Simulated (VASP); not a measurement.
Consider the following.

```
CELL_PARAMETERS angstrom
      3.83243     0.00000     0.00000
     -1.91622     3.31898     0.00000
      0.00000     0.00000     6.33159
ATOMIC_POSITIONS crystal
  Si 0.33333 0.66667 0.06283
  Si 0.66667 0.33333 0.93717
  Si 0.66667 0.33333 0.56283
  Si 0.33333 0.66667 0.43717
```

These are r2SCAN meta-GGA, VASP's PBE PAW potentials (set 64) (plane waves; VASP 6.6.1) values and carry that method's errors. Settings: 400 eV cut-off, 8×8×4 Γ-centred mesh, tetrahedra with Blöchl corrections, potentials Si.

Task: Give the energies of bands 3 to 11 at the high-symmetry points, in eV from the valence-band maximum.

Result: 
| band | Γ | M | K | A | L | H |
|---|---|---|---|---|---|---|
| 3 | -7.51 | -7.95 | -6.85 | -4.38 | -7.56 | -7.73 |
| 4 | -1.61 | -6.22 | -6.85 | -4.38 | -7.56 | -7.73 |
| 5 | -1.61 | -4.86 | -5.41 | -0.98 | -2.56 | -4.67 |
| 6 | -0.35 | -3.22 | -3.73 | -0.98 | -2.56 | -4.67 |
| 7 | 0.00 | -3.09 | -3.73 | -0.98 | -2.55 | -2.10 |
| 8 | 0.00 | -1.52 | -3.49 | -0.98 | -2.55 | -2.10 |
| 9 | 1.37 | 0.62 | 1.01 | 2.15 | 1.16 | 1.85 |
| 10 | 2.17 | 2.66 | 5.75 | 2.15 | 1.16 | 1.85 |
| 11 | 2.17 | 3.26 | 5.84 | 3.21 | 1.91 | 3.91 |

The gap is indirect, 0.62 eV, from the valence maximum at Γ to the conduction minimum at M.

The structure comes from a computed database's Si entry (P6_3/mmc); how it stands against other phases isn't given here. It was relaxed first.
